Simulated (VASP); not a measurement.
Calculation: PBE GGA, VASP's PBE PAW potentials (set 64) (plane waves; VASP).

A VASP calculation is set up with these files.

POSCAR:
```
Os
2.7900150
  0.5013134338  -0.8652655989   0.0000000000
  0.5013134338   0.8652655989   0.0000000000
  0.0000000000   0.0000000000   1.5799775270
Os
2
Cart
  0.5013134338   0.2884224432   0.3949943818
  0.5301489825  -0.2884224432   1.1849831453
```

INCAR:
```
ALGO = Normal
EDIFF = 1E-6
ENCUT = 400
GGA = PE
ISIF = 2
ISMEAR = 1
LASPH = .TRUE.
LCHARG = .FALSE.
LMAXMIX = 6
LREAL = .FALSE.
LWAVE = .FALSE.
NBANDS = 24
NELM = 100
PREC = Accurate
SIGMA = 0.1
SYSTEM = Os
```

KPOINTS:
```
Automatic mesh
0
gamma
  13 13 8
0 0 0
```

POTCAR, in this order: Os (PBE.64 set). Program: vasp_std.

The resulting files:

File OSZICAR:
```
       N       E                     dE             d eps       ncg     rms          rms(c)
DAV:   1     0.860844320992E+02    0.86084E+02   -0.56378E+03 20488   0.512E+02
DAV:   2    -0.207698146409E+02   -0.10685E+03   -0.90708E+02 24128   0.193E+02
DAV:   3    -0.239041219659E+02   -0.31343E+01   -0.31074E+01 25720   0.298E+01
DAV:   4    -0.239131000557E+02   -0.89781E-02   -0.89772E-02 24024   0.178E+00
DAV:   5    -0.239131497704E+02   -0.49715E-04   -0.49715E-04 25920   0.127E-01    0.203E+01
DAV:   6    -0.227284355393E+02    0.11847E+01   -0.49190E-01 27648   0.550E+00    0.839E+00
DAV:   7    -0.224222441584E+02    0.30619E+00   -0.35444E-01 31024   0.411E+00    0.659E-01
DAV:   8    -0.224170926237E+02    0.51515E-02   -0.70362E-03 23504   0.466E-01    0.401E-01
DAV:   9    -0.224138284370E+02    0.32642E-02   -0.13923E-03 25000   0.255E-01    0.528E-02
DAV:  10    -0.224138410261E+02   -0.12589E-04   -0.52797E-05 27968   0.454E-02    0.196E-02
DAV:  11    -0.224138279954E+02    0.13031E-04   -0.31127E-06 25432   0.130E-02    0.241E-03
DAV:  12    -0.224138269370E+02    0.10584E-05   -0.78446E-08 15472   0.197E-03    0.108E-03
DAV:  13    -0.224138267129E+02    0.22412E-06   -0.77295E-09 13584   0.477E-04
   1 F= -.22413827E+02 E0= -.22414097E+02  d E =0.811320E-03
```

### OUTCAR
```
------------------------ aborting loop because EDIFF is reached ----------------------------------------
  FORCE on cell =-STRESS in cart. coord.  units (eV):
  Direction    XX          YY          ZZ          XY          YZ          ZX
  --------------------------------------------------------------------------------------
  Total       -2.8173993     -2.4887491     -3.1326346     -0.2053016      0.0000000      0.0000000
  in kB     -151.6350780   -133.9468171   -168.6013423    -11.0495249      0.0000000      0.0000000
  external PRESSURE =    -151.3944125 kB  Pullay stress =       0.0000000 kB
  volume of cell :       29.77
      direct lattice vectors                 reciprocal lattice vectors
     1.398672000 -2.414104000  0.000000000     0.357481954 -0.207116181  0.000000000
     1.398672000  2.414104000  0.000000000     0.357481954  0.207116181  0.000000000
     0.000000000  0.000000000  4.408161000     0.000000000  0.000000000  0.226851968
 POSITION                                       TOTAL-FORCE (eV/Angst)
 -----------------------------------------------------------------------------------
      1.39867      0.80470      1.10204         0.610066      0.026973      0.000000
      1.47912     -0.80470      3.30612        -0.610066     -0.026973      0.000000
 -----------------------------------------------------------------------------------
    total drift:                                0.000001      0.000000      0.000000
  FREE ENERGIE OF THE ION-ELECTRON SYSTEM (eV)
  ---------------------------------------------------
  free  energy   TOTEN  =       -22.4138267129 eV

  energy  without entropy=      -22.4146380326  energy(sigma->0) =      -22.41409715
```
(Selected blocks of OUTCAR.)

The compound is Os in the hcp structure. The cell was not relaxed at this level, atoms are displaced from their ideal sites. The run is one of a series of settings (NBANDS = 24 against the base run), some of them coarse on purpose.
